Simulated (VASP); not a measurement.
Input:

```
CELL_PARAMETERS angstrom
      3.68036    -1.88000     0.00000
      3.68036     1.88000     0.00000
      2.72002     0.00000     3.11142
ATOMIC_POSITIONS crystal
  As 0.22700 0.22700 0.22700
  As 0.77300 0.77300 0.77300
```

The numbers are results of PBE GGA, VASP's PBE PAW potentials (set 64) (plane waves; VASP), not measurements. Settings: 480 eV cut-off, 11×11×11 Γ-centred mesh, first-order Methfessel-Paxton smearing of 0.10 eV, potentials As.

Energy and stress use the plane-wave basis of the starting cell.

The ions, cell shape and volume are relaxed. Give the cell that the relaxation ends in.

```
CELL_PARAMETERS angstrom
      3.72850    -1.91051    -0.00358
      3.72850     1.91051    -0.00358
      2.75258     0.00000     3.15834
ATOMIC_POSITIONS crystal
  As 0.22707 0.22707 0.22707
  As 0.77293 0.77293 0.77293
```
Space group R-3m (166), at a tolerance of 0.03 Å.

How do energy and volume change from the first to the last step?

The energy (σ→0) changes by -10.8 meV/atom and the volume by +4.6 %, in 10 ionic steps.

| step | E(σ→0) (eV) | max force (eV/Å) | pressure (GPa) | volume (Å³) |
|---|---|---|---|---|
| 1 | -9.3241 | 0.294 | 3.55 | 43.06 |
| 2 | -9.3331 | 0.343 | -2.17 | 46.10 |
| 3 | -9.3449 | 0.085 | 0.10 | 44.75 |
| 4 | -9.3454 | 0.036 | 0.05 | 44.86 |
| 5 | -9.3455 | 0.003 | 0.01 | 44.94 |
| 6 | -9.3455 | 0.005 | 0.00 | 44.94 |
| 7 | -9.3455 | 0.009 | 0.00 | 44.93 |
| 8 | -9.3455 | 0.008 | 0.03 | 44.93 |
| 9 | -9.3456 | 0.007 | 0.01 | 44.96 |
| 10 | -9.3456 | 0.005 | 0.00 | 45.03 |

The compound is As in the a7 structure. This run relaxes it. Symmetry was kept, so distortions that lower it aren't found.
